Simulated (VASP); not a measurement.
Ta4NiO11, 16 atoms in the cell. Symmetry: P2/m, No. 10, monoclinic system. The conventional cell has a = 4.771 Å, b = 5.825 Å, c = 7.518 Å, α = 90.00°, β = 105.26°, γ = 90.00°. Ta (site symmetry m) is surrounded by 4 O at 1.89 to 2.01 Å. Ta (site symmetry m) has 5 O at 1.89 to 1.98 Å as nearest neighbours. Ni (site symmetry 2/m) has 4 O at 1.94 Å as nearest neighbours. O (site symmetry 1) has 1 Ta at 1.93 Å and 1 Ni at 1.94 Å as nearest neighbours. O (site symmetry 1) is surrounded by 2 Ta at 1.93 to 1.98 Å. Around O (site symmetry 2/m) lie 2 Ta at 2.01 Å. Around O (site symmetry 2/m) lie 2 Ta at 1.89 Å. O (site symmetry 2/m) is surrounded by 2 Ta at 1.89 Å. The cell was built by a generator and needn't be a form met in nature.

- Program: VASP 6.6.1
- Task: relaxation of cell and atoms
- Functional: PBE
- Dispersion: rVV10
- Potentials or basis: VASP PAW PBE potentials, release 64 (Ta_pv, Ni, O)
- Cutoff: 600 eV
- k mesh: 6 × 5 × 4
- Occupations: fermi-dirac, width 0.05 eV
- Spin: collinear spin, ferromagnetic start
- Starting moments: [0.0, 0.0, 0.0, 0.0, 1.0, 0.0, 0.0, 0.0, 0.0, 0.0, 0.0, 0.0, 0.0, 0.0, 0.0, 0.0] μB
- Further INCAR settings: ALGO = Fast; EDIFF = 1e-06; IBRION = 2; EDIFFG = -0.02; NSW = 40; ISIF = 3

Potentials or basis: VASP PAW PBE potentials, release 64 (Ta_pv, Ni, O).

The run is started by

```bash
$ cat potpaw_PBE.64/Ta_pv/POTCAR potpaw_PBE.64/Ni/POTCAR potpaw_PBE.64/O/POTCAR > POTCAR
$ mpirun -np 4 vasp_std > vasp.out
```

Hardware: 4 MPI ranks on Intel(R) Xeon(R) 6975P-C (Granite Rapids), on a shared host.

**Question.** Estimate the wall time of this run.

**Answer.** Run time: 63 min on 4 MPI ranks on Intel(R) Xeon(R) 6975P-C (Granite Rapids) (shared host), peak memory 1.6 GiB a rank. Counts: scf iterations 128, k points 42, ion steps 15.
